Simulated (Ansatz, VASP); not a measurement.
## One calculation of Be2CdS, two programs

INCAR

```
PREC     = Accurate       # precision mode
ENCUT    = 600            # plane-wave cutoff, eV
EDIFF    = 1E-6           # SCF threshold, eV
ISMEAR   = 0              # smearing method
SIGMA    = 0.1            # smearing width, eV
LREAL    = F              # projectors in reciprocal space
LASPH    = T              # aspherical terms in the spheres
NELM     = 100            # most SCF steps
ALGO     = Normal         # electronic algorithm
ISIF     = 3              # what is computed and relaxed
LWAVE    = F              # write WAVECAR
LCHARG   = F              # write CHGCAR
GGA      = PE             # functional
IBRION   = 2              # ionic algorithm
NSW      = 90             # ionic steps
EDIFFG   = -0.04          # ionic threshold
```

The input KPOINTS:

```
Automatic mesh
0
Gamma
  6 6 4
```

POSCAR

```
Be2CdS
1.0
    3.6171470500      0.0000000000      0.0000000000
   -1.8085735200      3.1325412300      0.0000000000
    0.0000000000      0.0000000000      5.3971396500
Be Cd S
2 1 1
Direct
    0.6666666700      0.3333333300      0.7352612600
    0.6666666700      0.3333333300      0.2647387400
    0.3333333300      0.6666666700      0.5000000000
    0.0000000000      0.0000000000      0.0000000000
```

Input for Ansatz:

```yaml
crystal:
  lattice:
    - [3.61714705, 0.0, 0.0]
    - [-1.80857352, 3.13254123, 0.0]
    - [0.0, 0.0, 5.39713965]
  atoms:
    - { symbol: Be, position: [0.66666667, 0.33333333, 0.73526126] }
    - { symbol: Be, position: [0.66666667, 0.33333333, 0.26473874] }
    - { symbol: Cd, position: [0.33333333, 0.66666667, 0.5] }
    - { symbol: S, position: [0.0, 0.0, 0.0] }
basis:
  ecutwfc: 420
kpoints:
  mp_grid: { grid: [6, 6, 4] }
hamiltonian:
  xc: pbe
scf:
  occupations: { method: gaussian, width: 0.1 }
  lower_state_search: "off"
output:
  forces: true
  stress: true
  eigenvalues: true
relax:
  adjacent_minimum: "off"
  f_tol: 0.04
  max_steps: 70
  cell: { stress_tol: 0.4 }
```

Change from the starting cell: species swapped into the Mn2SbAs type (P-6m2, No. 187).

Alike in both runs: task relaxation of cell and atoms; functional PBE; k mesh 6 × 6 × 4; occupations gaussian, width 0.1 eV; no spin polarisation.

```csv
,VASP,Ansatz
version,VASP 6.6.1,Ansatz 0.2.0
potentials or method,"VASP PAW PBE potentials, release 64 (Be, Cd, S)","scalar-relativistic, plane waves, PAW"
plane-wave cutoff (eV),600,420
valence electrons in the cell,22,30
```

```csv
,VASP,Ansatz,Ansatz less VASP
"gap on the k mesh at the Fermi level, each at its own relaxed structure (eV)",none,none,-
relaxed volume (Å³/atom),14.50,14.44,-0.057
relaxed cell length with the largest relative difference (Å),3.161,3.156,-0.0052
energy change over the relaxation (meV/atom),-307,-306,+1.5
```

A gap of «none» marks a metal or a gap that the smearing closes. The two sets of potentials don't hold the same shells in valence.
